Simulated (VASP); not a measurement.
Input:

```
LiCl
1.0
    0.00000     2.57000     2.57000
    2.57000     0.00000     2.57000
    2.57000     2.57000     0.00000
Li Cl
1 1
Direct
  0.00000   0.00000   0.00000
  0.50000   0.50000   0.50000
```

Calculation: PBE GGA, VASP's PBE PAW potentials (set 64) (plane waves; VASP). Run with 520 eV cut-off, 10×10×10 Γ-centred mesh, tetrahedra with Blöchl corrections, potentials Li_sv Cl.

Problem. Predict the energy per atom (σ→0), band gap (on the k-mesh) with the smallest direct gap where there is one.

Solution. 
| Item | Value |
|---|---|
| band gap (on the k-mesh) | 6.30 eV |
| smallest direct gap (on the k-mesh) | 6.30 eV |
| energy per atom (σ→0) | -3.693 eV/atom |

The compound is LiCl in the rock salt structure. The cell was not relaxed at this level.
